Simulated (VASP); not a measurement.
Level of theory: LDA (Ceperley-Alder, Perdew-Zunger), VASP's LDA PAW potentials (set 64) (plane waves; VASP).

A VASP calculation is set up with these files.

File POSCAR:
```
Al atom
1
   12.0000000000     0.0000000000     0.0000000000
    0.0000000000    12.5000000000     0.0000000000
    0.0000000000     0.0000000000    13.0000000000
Al
1
Direct
  0.0000000000   0.0000000000   0.0000000000
```

KPOINTS:
```
Automatic mesh
0
Gamma
1 1 1
0 0 0
```

INCAR:
```
SYSTEM = Al atom
PREC = Normal; ENCUT = 520; LREAL = .FALSE.
LASPH = .TRUE.; ISYM = 0
EDIFF = 1E-6; NELM = 200; ALGO = All
ISMEAR = 0; SIGMA = 0.01
ISPIN = 2; MAGMOM = 1; NUPDOWN = 1
LWAVE = .FALSE.; LCHARG = .FALSE.; LORBIT = 10
```

POTCAR, in this order: Al (LDA.64 set). Program: vasp_gam. Read from the step before: WAVECAR.

Output

**OSZICAR**
```
       N       E                     dE             d eps       ncg     rms           ort
SDA:   1    -0.152443475516E+00   -0.15244E+00    0.00000E+00     6   0.183E-04   0.000E+00
CGA:   2    -0.152448570215E+00   -0.50947E-05   -0.60999E-05     6   0.365E-05  -0.267E-05
CGA:   3    -0.152451978229E+00   -0.34080E-05   -0.34030E-05     6   0.592E-05  -0.672E-06
SDA:   4    -0.154417630489E+00   -0.19657E-02   -0.19658E-02     6   0.948E-02  -0.192E-04
CGA:   5    -0.160843704175E+00   -0.64261E-02   -0.65071E-02     6   0.199E-02  -0.984E-03
CGA:   6    -0.162019123694E+00   -0.11754E-02   -0.12067E-02     6   0.397E-03  -0.217E-03
CGA:   7    -0.162176660825E+00   -0.15754E-03   -0.15786E-03     6   0.766E-04  -0.673E-06
CGA:   8    -0.162210943667E+00   -0.34283E-04   -0.34306E-04     6   0.130E-04   0.147E-07
CGA:   9    -0.162216968094E+00   -0.60244E-05   -0.60237E-05     6   0.297E-05  -0.296E-07
CGA:  10    -0.162218993001E+00   -0.20249E-05   -0.20383E-05     6   0.202E-05  -0.956E-08
CGA:  11    -0.162221648614E+00   -0.26556E-05   -0.26522E-05     6   0.440E-05   0.577E-08
CGA:  12    -0.162229551653E+00   -0.79030E-05   -0.10079E-04     6   0.296E-04   0.172E-06
SDA:  13    -0.162252718393E+00   -0.23167E-04   -0.21860E-04     6   0.962E-04   0.221E-04
CGA:  14    -0.162307661570E+00   -0.54943E-04   -0.55077E-04     6   0.387E-04  -0.952E-06
CGA:  15    -0.162326821599E+00   -0.19160E-04   -0.19169E-04     6   0.138E-04   0.493E-06
CGA:  16    -0.162335107353E+00   -0.82858E-05   -0.77064E-05     6   0.112E-04   0.256E-05
SDA:  17    -0.162348739729E+00   -0.13632E-04   -0.14192E-04     6   0.275E-04   0.285E-05
CGA:  18    -0.162362227216E+00   -0.13487E-04   -0.15914E-04     6   0.125E-04  -0.126E-05
CGA:  19    -0.162381614071E+00   -0.19387E-04   -0.18351E-04     6   0.201E-04   0.159E-05
CGA:  20    -0.162418367144E+00   -0.36753E-04   -0.38076E-04     6   0.573E-04  -0.180E-05
SDA:  21    -0.162433602605E+00   -0.15235E-04   -0.14950E-03     6   0.437E-03  -0.829E-04
CGA:  22    -0.162698768796E+00   -0.26517E-03   -0.24716E-03     6   0.100E-03   0.308E-04
SDA:  23    -0.162755769728E+00   -0.57001E-04   -0.10810E-01     6   0.453E-04   0.609E-04
CGA:  24    -0.162801699618E+00   -0.45930E-04   -0.45746E-04     6   0.365E-04  -0.222E-06
CGA:  25    -0.162832777996E+00   -0.31078E-04   -0.30476E-04     6   0.225E-04   0.254E-06
CGA:  26    -0.162862318621E+00   -0.29541E-04   -0.29477E-04     6   0.538E-04   0.250E-06
SDA:  27    -0.162971154190E+00   -0.10884E-03   -0.19827E-03     6   0.328E-03  -0.469E-04
CGA:  28    -0.163124826684E+00   -0.15367E-03   -0.14153E-03     6   0.556E-04   0.244E-04
CGA:  29    -0.163164971321E+00   -0.40145E-04   -0.35028E-04     6   0.121E-04   0.713E-05
CGA:  30    -0.163173464336E+00   -0.84930E-05   -0.77928E-05     6   0.414E-05   0.895E-06
CGA:  31    -0.163178016341E+00   -0.45520E-05   -0.45342E-05     6   0.545E-05  -0.294E-07
CGA:  32    -0.163184695693E+00   -0.66794E-05   -0.66853E-05     6   0.101E-04  -0.444E-07
CGA:  33    -0.163197127569E+00   -0.12432E-04   -0.12436E-04     6   0.179E-04  -0.997E-08
CGA:  34    -0.163213386108E+00   -0.16259E-04   -0.15968E-04     6   0.191E-04   0.564E-07
CGA:  35    -0.163225845533E+00   -0.12459E-04   -0.12536E-04     6   0.115E-04   0.190E-06
CGA:  36    -0.163231514286E+00   -0.56688E-05   -0.56130E-05     6   0.363E-05   0.146E-06
CGA:  37    -0.163233404787E+00   -0.18905E-05   -0.18194E-05     6   0.158E-05   0.909E-07
CGA:  38    -0.163234273945E+00   -0.86916E-06   -0.85665E-06     6   0.941E-06   0.130E-07
   1 F= -.16323427E+00 E0= -.16323427E+00  d E =-.290501E-09  mag=     1.0000
```

File OUTCAR:
```
------------------------ aborting loop because EDIFF is reached ----------------------------------------
  FORCE on cell =-STRESS in cart. coord.  units (eV):
  Direction    XX          YY          ZZ          XY          YZ          ZX
  --------------------------------------------------------------------------------------
  Total       -0.0014791      0.0033369      0.0003146     -0.0002641     -0.0002632     -0.0003520
  in kB       -0.0012153      0.0027417      0.0002585     -0.0002170     -0.0002162     -0.0002892
  external PRESSURE =       0.0005949 kB  Pullay stress =       0.0000000 kB
  volume of cell :     1950.00
      direct lattice vectors                 reciprocal lattice vectors
    12.000000000  0.000000000  0.000000000     0.083333333  0.000000000  0.000000000
     0.000000000 12.500000000  0.000000000     0.000000000  0.080000000  0.000000000
     0.000000000  0.000000000 13.000000000     0.000000000  0.000000000  0.076923077
 POSITION                                       TOTAL-FORCE (eV/Angst)
 -----------------------------------------------------------------------------------
      0.00000      0.00000      0.00000         0.000000     -0.000000      0.000000
 -----------------------------------------------------------------------------------
    total drift:                                0.000000     -0.000000      0.000000
  FREE ENERGIE OF THE ION-ELECTRON SYSTEM (eV)
  ---------------------------------------------------
  free  energy   TOTEN  =        -0.1632342739 eV

  energy  without entropy=       -0.1632342737  energy(sigma->0) =       -0.16323427

 total charge

# of ion       s       p       d       tot
------------------------------------------
    1        0.627   0.145   0.000   0.772

 magnetization (x)

# of ion       s       p       d       tot
------------------------------------------
    1        0.000   0.145   0.000   0.145
```
(Selected blocks of OUTCAR.)

The atom may not be in its lowest state.

The cell is a free atom in a box.
